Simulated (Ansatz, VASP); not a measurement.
One calculation of LuHfF, two programs

```
Lu Hf F
1.0
     3.67358    0.00000    0.00000
    -1.83679    3.18142    0.00000
     0.00000    0.00000    5.79820
Lu Hf F
1 1 1
Direct
  0.00000 0.00000 0.00000
  0.33333 0.66667 0.50000
  0.66667 0.33333 0.50000
```

Change from the starting cell: species swapped into the EuGaSi type (P-6m2, No. 187).

Alike in both runs: functional PBE; k mesh 6 × 6 × 4; occupations gaussian, width 0.1 eV; no spin polarisation.

Ansatz relaxed the structure, and its values are those at the end. VASP's run is a single point on that final structure, the one shown.

```csv
,VASP,Ansatz
version,VASP 6.6.1,Ansatz 0.2.0
potentials or method,"VASP PAW PBE potentials, release 64 (Lu, Hf_pv, F)","scalar-relativistic, plane waves, PAW"
plane-wave cutoff (eV),520,420
valence electrons in the cell,42,58
```

VASP gave:

| Item | Value |
| --- | --- |
| gap on the k mesh at the Fermi level (eV) | none |
| pressure (GPa) | -0.9 |

**Question.** Estimate Ansatz's values.

**Answer.** gap on the k mesh at the Fermi level (eV): none; pressure (GPa): 0.0.

A gap of «none» marks a metal or a gap that the smearing closes. The two sets of potentials don't hold the same shells in valence.

The runs have no spin-orbit coupling, so splittings on Hf, Lu are missing.
